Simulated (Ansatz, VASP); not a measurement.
**MgCdS4 in VASP and in Ansatz**

```
Mg Cd S
1.0
     6.04121    0.00000    0.00000
     0.00000    6.04121    0.00000
     0.00000    0.00000    3.80413
Mg Cd S
1 1 4
Direct
  0.00000 0.00000 0.50000
  0.50000 0.50000 0.50000
  0.67191 0.00000 0.00000
  0.32809 0.00000 0.00000
  0.00000 0.32809 0.00000
  0.00000 0.67191 0.00000
```

Alike in both runs: functional PBE; k mesh 4 × 4 × 4; occupations gaussian, width 0.1 eV; no spin polarisation.

Ansatz relaxed the structure, and its values are those at the end. VASP's run is a single point on that final structure, the one shown.

```csv
,VASP,Ansatz
version,VASP 6.6.1,Ansatz 0.2.0
potentials or method,"VASP PAW PBE potentials, release 64 (Mg, Cd, S)","scalar-relativistic, plane waves, PAW"
plane-wave cutoff (eV),520,420
valence electrons in the cell,38,54
```

```tsv
	VASP	Ansatz	Ansatz less VASP
gap on the k mesh at the Fermi level (eV)	none	none	-
pressure (GPa)	-0.2	0.0	+0.21
rms of the force components (eV/Å)	0.036	0.010	-0.0259
```

A gap of «none» marks a metal or a gap that the smearing closes. The two sets of potentials don't hold the same shells in valence.

Caveats: the k mesh is coarse (spacing up to 0.41 Å⁻¹), so the values aren't converged.
